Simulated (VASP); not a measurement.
```xyz
2
Lattice="2.9014 0.0000 0.0000 0.0000 2.9014 0.0000 0.0000 0.0000 2.9014" Properties=species:S:1:pos:R:3 pbc="T T T"
Al     1.4507     1.4507     1.4507
Ni     0.0000     0.0000     0.0000
```

All values below come from TPSS meta-GGA, VASP's PBE PAW potentials (set 64) (plane waves; VASP). Numerical set-up: 520 eV cut-off, 13×13×13 Γ-centred mesh, first-order Methfessel-Paxton smearing of 0.10 eV, potentials Al Ni.

**Question.** Give the stress tensor in GPa (positive for a compressed cell).

**Answer.** 
```
-5.17   0.00   0.00
 0.00  -5.17   0.00
 0.00   0.00  -5.17
```
The pressure is its mean diagonal, -5.17 GPa.

The compound is NiAl in the CsCl type structure. This cell is one point of a volume scan, at 1.03 of the reference volume. The run is not spin-polarised, so no magnetic state was tried. The electron count is odd and the run is not spin-polarised, which forces a metal.
